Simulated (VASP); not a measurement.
# Which face does Fe expose?, part 4 of 6

How do surface energy, work function and relaxation of Fe depend on the face?

VASP 6.6.1, plane waves and PAW; the level of theory is named at each step.

Still holding for the runs below: The magnetic state follows from one typed start and may not be the lowest.

So far, largest spin moment in the PAW sphere (μB): step 2 (the bulk reference, job relaxation, k-mesh 19×19×19) 2.20; step 4 (surface relaxation, 7 atoms, face Fe(110)) 2.55.

## Step 6: Surface relaxation, 9 atoms, face Fe(100)

Level of this step: PBE, spin-polarised from a ferromagnetic start; plane waves and PAW (Fe) (VASP).

System of this step: Fe(100). The cell holds 9 atoms: 9 Fe. Cell: a = 2.831 Å, b = 2.831 Å, c = 26.325 Å, α = 90.0°, β = 90.0°, γ = 90.0°. It derives from Fe. 9 layers of bcc Fe, cut at this functional's lattice. Vacuum lies along c.

Contents of INCAR:

```
SYSTEM = Fe
PREC = Normal
ENCUT = 320
EDIFF = 1E-05
NELM = 120
ISMEAR = 1
SIGMA = 0.15
LREAL = .FALSE.
ALGO = Fast
GGA = PE
NBANDS = 65
ISPIN = 2
MAGMOM = 3 3 3 3 3 3 3 3 3
LASPH = .TRUE.
LMAXMIX = 4
LORBIT = 11
LWAVE = .FALSE.
LCHARG = .FALSE.
KPAR = 4
IBRION = 2
NSW = 40
ISIF = 2
EDIFFG = -0.03
POTIM = 0.4
MAXMIX = 40
```

Contents of POSCAR:

```
Fe
1.0
    2.8313482166      0.0000000000      0.0000000000
    0.0000000000      2.8313482166      0.0000000000
    0.0000000000      0.0000000000     26.3253928664
Fe
9
Direct
    0.0000000000      0.0000000000      0.2848960300
    0.5000000000      0.5000000000      0.3386720200
    0.0000000000      0.0000000000      0.3924480200
    0.5000000000      0.5000000000      0.4462240100
    0.0000000000      0.0000000000      0.5000000000
    0.5000000000      0.5000000000      0.5537759900
    0.0000000000      0.0000000000      0.6075519800
    0.5000000000      0.5000000000      0.6613279800
    0.0000000000      0.0000000000      0.7151039700
```

Contents of KPOINTS:

```
Automatic mesh
0
Gamma
11 11 1
0 0 0
```

The projector-augmented-wave data sets are Fe (PBE family, release 64).

Started as:

```
$ mpirun -np 4 vasp_std
```

Log:

```text
[banner, memory and clock lines left out]
running    4 mpi-ranks, on    1 nodes
 distrk:  each k-point on    1 cores,    4 groups
 distr:  one band on    1 cores,    1 groups

 POSCAR found type information on POSCAR Fe
 POSCAR found :  1 types and       9 ions
 LDA part: xc-table for (Slater+PW92), standard interpolation
 POSCAR, INCAR and KPOINTS ok, starting setup
 FFT: planning ... GRIDC
 FFT: planning ... GRID_SOFT
 FFT: planning ... GRID
 WAVECAR not read
 entering main loop
       N       E                     dE             d eps       ncg     rms          rms(c)
DAV:   1     0.503213912293E+03    0.50321E+03   -0.22725E+04  5492   0.850E+02
DAV:   2    -0.423275737233E+02   -0.54554E+03   -0.49851E+03  5464   0.253E+02
DAV:   3    -0.798271623303E+02   -0.37500E+02   -0.34171E+02  5976   0.933E+01
DAV:   4    -0.805407732252E+02   -0.71361E+00   -0.71114E+00  6077   0.152E+01
DAV:   5    -0.805487536395E+02   -0.79804E-02   -0.79793E-02  6325   0.136E+00    0.344E+01
RMM:   6    -0.146767618807E+03   -0.66219E+02   -0.10305E+02  5474   0.585E+01    0.939E+01
RMM:   7    -0.929812565033E+02    0.53786E+02   -0.19668E+01  5469   0.274E+01    0.745E+01
RMM:   8    -0.726012335533E+02    0.20380E+02   -0.19516E+01  5474   0.276E+01    0.310E+01
RMM:   9    -0.693362751355E+02    0.32650E+01   -0.49732E+00  5491   0.153E+01    0.194E+01
RMM:  10    -0.747928285810E+02   -0.54566E+01   -0.46223E+00  5515   0.123E+01    0.370E+01
RMM:  11    -0.694850270917E+02    0.53078E+01   -0.27755E+00  5488   0.112E+01    0.136E+01
RMM:  12    -0.699736797479E+02   -0.48865E+00   -0.89284E-01  5499   0.541E+00    0.129E+01
RMM:  13    -0.701619824107E+02   -0.18830E+00   -0.74851E-01  5482   0.525E+00    0.873E+00
RMM:  14    -0.702055825863E+02   -0.43600E-01   -0.52997E-01  5518   0.366E+00    0.728E+00
RMM:  15    -0.708623834809E+02   -0.65680E+00   -0.70518E-01  5547   0.343E+00    0.575E+00
RMM:  16    -0.707739015300E+02    0.88482E-01   -0.16400E-01  5513   0.162E+00    0.335E+00
RMM:  17    -0.710801461503E+02   -0.30624E+00   -0.18015E-01  5588   0.150E+00    0.487E+00
RMM:  18    -0.711316115637E+02   -0.51465E-01   -0.33612E-02  5519   0.746E-01    0.436E+00
RMM:  19    -0.711605820509E+02   -0.28970E-01   -0.16451E-02  5515   0.406E-01    0.248E+00
RMM:  20    -0.712736175922E+02   -0.11304E+00   -0.27225E-02  5659   0.482E-01    0.373E+00
RMM:  21    -0.713073663276E+02   -0.33749E-01   -0.36053E-03  5494   0.246E-01    0.342E+00
RMM:  22    -0.714201941001E+02   -0.11283E+00   -0.33668E-02  5842   0.418E-01    0.299E+00
RMM:  23    -0.714686327765E+02   -0.48439E-01   -0.34895E-02  6088   0.522E-01    0.117E+00
RMM:  24    -0.714288059303E+02    0.39827E-01   -0.28058E-02  5905   0.462E-01    0.111E+00
RMM:  25    -0.714189918261E+02    0.98141E-02   -0.65723E-03  5603   0.288E-01    0.121E+00
RMM:  26    -0.714998749827E+02   -0.80883E-01   -0.23165E-03  5487   0.210E-01    0.925E-01
RMM:  27    -0.715400632585E+02   -0.40188E-01   -0.10507E-03  5475   0.124E-01    0.706E-01
RMM:  28    -0.716255572497E+02   -0.85494E-01   -0.36460E-03  5733   0.188E-01    0.164E-01
RMM:  29    -0.716515689202E+02   -0.26012E-01   -0.17398E-03  5549   0.115E-01    0.135E-01
RMM:  30    -0.716850101933E+02   -0.33441E-01   -0.14009E-03  5594   0.104E-01    0.414E-01
RMM:  31    -0.716930685512E+02   -0.80584E-02   -0.44347E-04  5481   0.598E-02    0.416E-01
RMM:  32    -0.716977283440E+02   -0.46598E-02   -0.40948E-04  5476   0.521E-02    0.298E-01
RMM:  33    -0.717001356023E+02   -0.24073E-02   -0.86606E-05  4704   0.254E-02    0.256E-01
RMM:  34    -0.717010645249E+02   -0.92892E-03   -0.27472E-05  4310   0.208E-02    0.165E-01
RMM:  35    -0.717032941131E+02   -0.22296E-02   -0.56075E-05  4597   0.233E-02    0.757E-02
RMM:  36    -0.717042348881E+02   -0.94077E-03   -0.33318E-05  4390   0.183E-02    0.127E-02
RMM:  37    -0.717046992279E+02   -0.46434E-03   -0.84860E-06  3628   0.127E-02    0.912E-03
RMM:  38    -0.717049724548E+02   -0.27323E-03   -0.51590E-06  3575   0.796E-03    0.244E-02
RMM:  39    -0.717051764229E+02   -0.20397E-03   -0.23910E-06  3491   0.762E-03    0.687E-03
RMM:  40    -0.717052559491E+02   -0.79526E-04   -0.83613E-07  2956   0.319E-03    0.159E-03
RMM:  41    -0.717052649422E+02   -0.89931E-05   -0.20970E-07  2354   0.226E-03
   1 F= -.71705265E+02 E0= -.71702705E+02  d E =-.717053E+02  mag=    21.9836
 curvature:   0.00 expect dE= 0.000E+00 dE for cont linesearch  0.000E+00
 trial: gam= 0.00000 g(F)=  0.156E-01 g(S)=  0.000E+00 ort = 0.000E+00 (trialstep = 0.100E+01)
 search vector abs. value=  0.156E-01
 bond charge predicted
       N       E                     dE             d eps       ncg     rms          rms(c)
DAV:   1    -0.717039366093E+02    0.13193E-02   -0.23094E+00  5934   0.482E+00    0.117E+00
RMM:   2    -0.717111432349E+02   -0.72066E-02   -0.26562E-02  5460   0.109E+00    0.644E-01
RMM:   3    -0.717153238756E+02   -0.41806E-02   -0.39679E-03  5462   0.265E-01    0.198E-01
RMM:   4    -0.717155993261E+02   -0.27545E-03   -0.89374E-04  5523   0.123E-01    0.130E-01
RMM:   5    -0.717158767463E+02   -0.27742E-03   -0.34971E-04  5460   0.964E-02    0.621E-02
RMM:   6    -0.717164125595E+02   -0.53581E-03   -0.12181E-04  5411   0.521E-02    0.302E-02
RMM:   7    -0.717164261853E+02   -0.13626E-04   -0.39287E-05  4611   0.235E-02    0.160E-02
RMM:   8    -0.717164741074E+02   -0.47922E-04   -0.75821E-06  3477   0.133E-02    0.786E-03
RMM:   9    -0.717164997917E+02   -0.25684E-04   -0.19123E-06  3323   0.764E-03    0.473E-03
RMM:  10    -0.717165075503E+02   -0.77586E-05   -0.65333E-07  3212   0.435E-03
   2 F= -.71716508E+02 E0= -.71713780E+02  d E =-.112426E-01  mag=    21.9789
[...]
3 F= -.71719197E+02 E0= -.71716396E+02  d E =-.139322E-01  mag=    21.9749
[...]
4 F= -.71719205E+02 E0= -.71716408E+02  d E =-.139405E-01  mag=    21.9748
 curvature:  -0.87 expect dE=-0.161E-03 dE for cont linesearch -0.355E-05
 ZBRENT: accuracy reached
 trial: gam=-0.00435 g(F)=  0.184E-03 g(S)=  0.000E+00 ort = 0.252E-03 (trialstep = 0.115E+01)
 search vector abs. value=  0.182E-03
 bond charge predicted
       N       E                     dE             d eps       ncg     rms          rms(c)
DAV:   1    -0.717191725182E+02    0.30398E-04   -0.35525E-02  5850   0.605E-01    0.136E-01
RMM:   2    -0.717191304128E+02    0.42105E-04   -0.41058E-04  5460   0.131E-01    0.726E-02
RMM:   3    -0.717193470044E+02   -0.21659E-03   -0.67067E-05  4962   0.328E-02    0.207E-02
RMM:   4    -0.717193020023E+02    0.45002E-04   -0.11158E-05  3734   0.163E-02    0.119E-02
RMM:   5    -0.717193131897E+02   -0.11187E-04   -0.39667E-06  3387   0.940E-03    0.791E-03
RMM:   6    -0.717193426945E+02   -0.29505E-04   -0.92349E-07  3253   0.494E-03    0.404E-03
RMM:   7    -0.717193588463E+02   -0.16152E-04   -0.29709E-07  2855   0.289E-03    0.159E-03
RMM:   8    -0.717193632940E+02   -0.44478E-05   -0.63950E-08  1850   0.193E-03
   5 F= -.71719363E+02 E0= -.71716601E+02  d E =-.157863E-03  mag=    21.9811
 trial-energy change:   -0.000158  1 .order   -0.000161   -0.000210   -0.000111
 step:   2.4297(harm=  2.4297)  dis= 0.00301  next Energy=   -71.719427 (dE=-0.222E-03)
 reached required accuracy - stopping structural energy minimisation
```

Elapsed: 6.9 min, on 4 MPI ranks of AMD EPYC 7R43, shared host; peak memory 1 GiB; 27 min of CPU time.

Parts of OUTCAR (step 6):

```text
   k-points           NKPTS =     21   k-points in BZ     NKDIM =     21   number of bands    NBANDS=     65

   ENCUT  =  320.0 eV  23.52 Ry    4.85 a.u.   4.13  4.13 38.40*2*pi/ulx,y,z

   NELECT =      72.0000    total number of electrons

 E-fermi :   0.9732

 spin component 1
 k-point     1 :       0.0000    0.0000    0.0000
  band No.  band energies     occupation
    ...
     45       0.4321      1.00000
     46       0.4542      1.00001
     47       0.7357      1.02382
     48       0.9131      0.81094
     49       0.9131      0.81094
     50       1.0179      0.25996
     51       1.2052     -0.02554
     52       2.4246     -0.00000
     53       3.7981     -0.00000
     54       4.4907      0.00000
    ...

 k-point     2 :       0.0909    0.0000    0.0000
  band No.  band energies     occupation
    ...
     44       0.3084      1.00000
     45       0.4361      1.00000
     46       0.6275      1.00264
     47       0.6664      1.00688
     48       0.7713      1.03354
     49       0.9985      0.35947
     50       0.9994      0.35481
     51       1.2840     -0.00630
     52       2.5684     -0.00000
     53       3.9671     -0.00000
    ...

  Total       -1.1592391     -1.1592391      0.3035235      0.0000000      0.0000000      0.0000000
  in kB       -8.8008005     -8.8008005      2.3043129      0.0000000      0.0000000      0.0000000
  external PRESSURE =      -5.0990960 kB  Pullay stress =       0.0000000 kB

 POSITION                                       TOTAL-FORCE (eV/Angst)
 -----------------------------------------------------------------------------------
      2.83135      0.00000      7.50818         0.000000      0.000000     -0.017873
      1.41567      1.41567      8.88917        -0.000000     -0.000000     -0.017227
      0.00000      2.83135     10.34270         0.000000     -0.000000     -0.012642
      1.41567      1.41567     11.75402        -0.000000     -0.000000      0.009531
      0.00000      0.00000     13.16270         0.000000     -0.000000      0.000000
      1.41567      1.41567     14.57137         0.000000     -0.000000     -0.009531
      0.00000      0.00000     15.98269        -0.000000      0.000000      0.012642
      1.41567      1.41567     17.43622         0.000000     -0.000000      0.017227
      0.00000      0.00000     18.81722        -0.000000      0.000000      0.017873
 -----------------------------------------------------------------------------------
    total drift:                                0.000000      0.000000     -0.000000

  FREE ENERGIE OF THE ION-ELECTRON SYSTEM (eV)
  ---------------------------------------------------
  free  energy   TOTEN  =       -71.7193632940 eV

  energy  without entropy=      -71.7110773025  energy(sigma->0) =      -71.71660130

 magnetization (x)
# of ion       s       p       d       tot
------------------------------------------
    1        0.008  -0.001   2.928   2.935
    2       -0.018  -0.053   2.369   2.298
    3       -0.009  -0.056   2.431   2.365
    4       -0.015  -0.060   2.231   2.156
    5       -0.011  -0.062   2.253   2.180
    6       -0.015  -0.060   2.231   2.156
    7       -0.009  -0.056   2.431   2.365
    8       -0.018  -0.053   2.369   2.298
    9        0.008  -0.001   2.928   2.935
--------------------------------------------------
tot         -0.080  -0.401  22.169  21.688

[... 2 parts as in an earlier step ...]

[... 19 further parts left out ...]
```

CONTCAR:

```
Fe
   1.00000000000000
     2.8313482165999999    0.0000000000000000    0.0000000000000000
     0.0000000000000000    2.8313482165999999    0.0000000000000000
     0.0000000000000000    0.0000000000000000   26.3253928664000014
  Fe
     9
Direct
     1.0000000000000000    0.0000000000000000    0.2852066049707588
     0.5000000000000000    0.5000000000000000    0.3376652590614324
     0.0000000000000000    1.0000000000000000    0.3928792805292163
     0.5000000000000000    0.5000000000000000    0.4464899548075521
     0.0000000000000000    0.0000000000000000    0.5000000000000000
     0.5000000000000000    0.5000000000000000    0.5535100451924480
     0.0000000000000000    0.0000000000000000    0.6071207194707837
     0.5000000000000000    0.5000000000000000    0.6623347409385678
     0.0000000000000000    0.0000000000000000    0.7147933950292411
```

The run keeps the 16 symmetry operations of its start, so it cannot find a distortion of lower symmetry.

Step by step:

```
step  energy less that of the first step (eV)  largest force (eV/Å)
   1                                   0.0000                0.3789
   2                                  -0.0112                0.1761
   3                                  -0.0139                0.0329
   4                                  -0.0139                0.0324
   5                                  -0.0141                0.0179
```

The atoms that moved most (Å):

```
atom     dx     dy      dz  length
 Fe2  0.000  0.000  -0.027   0.027
 Fe8  0.000  0.000   0.027   0.027
 Fe7  0.000  0.000  -0.011   0.011
 Fe3  0.000  0.000   0.011   0.011
 Fe9  0.000  0.000  -0.008   0.008
 Fe1  0.000  0.000   0.008   0.008
 Fe4  0.000  0.000   0.007   0.007
 Fe6  0.000  0.000  -0.007   0.007
```

Final coordinates:

```xyz
9
Lattice="2.8313 0.0000 0.0000 0.0000 2.8313 0.0000 0.0000 0.0000 26.3254" Properties=species:S:1:pos:R:3
Fe    0.0000    0.0000    7.5082
Fe    1.4157    1.4157    8.8892
Fe    0.0000    0.0000   10.3427
Fe    1.4157    1.4157   11.7540
Fe    0.0000    0.0000   13.1627
Fe    1.4157    1.4157   14.5714
Fe    0.0000    0.0000   15.9827
Fe    1.4157    1.4157   17.4362
Fe    0.0000    0.0000   18.8172
```

This step gave:

```yaml
electronic_cycles: 69
electrons: 72
free_energy_toten: -71.7194 eV
energy_at_zero_smearing: -71.7166 eV
fermi_energy: 0.9732 eV
moment_of_the_cell_from_the_last_line_of_the_log: 21.98 μB
```

Spin moment in the PAW sphere by atom:

```
atom  spin moment in the PAW sphere (μB)
 Fe1                                2.94
 Fe2                                2.30
 Fe3                                2.37
 Fe4                                2.16
 Fe5                                2.18
 Fe6                                2.16
 Fe7                                2.37
 Fe8                                2.30
 Fe9                                2.94
```

The run ended after 5 ionic steps, 0.014 eV below its first step, once the forces on the free atoms met EDIFFG = -0.03.

[end of part 4 of 6]

[Lines on the potential files, build, host, timing and source positions are cut from VASP's logs without a mark.]

[Logs are printed without paths, hosts, clocks, repeated set-up lines and the standing remarks that a program may print on its own settings, such as how far it seeks lower states.]

[Hosts, paths, dates, database ids (printed as entryN), source tags and the programs' standing remarks are cut or masked in the printed files.]

[Runs that stopped without an error message from VASP are left out.]
